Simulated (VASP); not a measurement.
Crystal: NbSiO4.

```
Nb Si O
1.0
     3.19673    0.00000    0.00000
    -1.59836    2.76845    0.00000
     0.00000    0.00000    6.49835
Nb Si O
1 1 4
Direct
  0.00000 0.00000 0.00000
  0.00000 0.00000 0.50000
  0.33333 0.66667 0.75959
  0.33333 0.66667 0.24041
  0.66667 0.33333 0.75959
  0.66667 0.33333 0.24041
```

The cell was built by a generator and needn't be a form met in nature.

| Item | Value |
| --- | --- |
| Program | VASP 6.6.1 |
| Task | relaxation of cell and atoms |
| Functional | PBE |
| Potentials or basis | VASP PAW PBE potentials, release 64 (Nb_sv, Si, O) |
| Cutoff | 520 eV |
| k mesh | 5 × 5 × 2 |
| Occupations | gaussian, width 0.15 eV |
| Spin | no spin polarisation |

At the start: pressure 27.2 GPa; volume 9.59 Å³/atom.

Problem. Where does the relaxation end?

Solution. Over 13 steps the energy falls by 875.5 meV/atom and the volume is 9.56 Å³/atom (-0.2 %); space group P6/mmm (No. 191, to 0.05 Å).

Step by step:
```tsv
step	energy change (eV)	largest force (eV/Å)	pressure (GPa)	volume (Å³)
1	0.0000	1.6306	27.21	57.51
2	-3.7597	1.3181	-24.20	70.73
3	-3.8151	1.5039	-20.10	69.15
4	-5.1129	0.4988	-4.98	60.23
5	-5.1266	0.3841	-7.12	60.91
6	-5.1273	0.3055	-7.76	61.20
7	-5.1850	0.2691	5.13	57.51
8	-5.2128	0.2738	0.25	58.80
9	-5.2128	0.2792	0.10	58.85
10	-5.2288	0.1719	-0.68	58.63
11	-5.2487	0.1124	-1.53	57.96
12	-5.2504	0.0142	1.48	56.92
13	-5.2532	0.0623	-0.07	57.39
```

Final structure:
```yaml
crystal:
  lattice:
    - [3.61564, 0.00000, 0.00000]
    - [-1.80782, 3.13123, 0.00000]
    - [0.00000, 0.00000, 5.06912]
  atoms:
    - { symbol: Nb, position: [0.00000, 0.00000, 0.00000] }
    - { symbol: Si, position: [0.00000, 0.00000, 0.50000] }
    - { symbol: O, position: [0.33333, 0.66667, 0.77082] }
    - { symbol: O, position: [0.33333, 0.66667, 0.22918] }
    - { symbol: O, position: [0.66667, 0.33333, 0.77082] }
    - { symbol: O, position: [0.66667, 0.33333, 0.22918] }
```

Caveat: the k mesh is coarse (spacing up to 0.48 Å⁻¹), so the values aren't converged; an odd number of electrons without spin polarisation forces a metal; a magnetic or distorted state may lie lower.
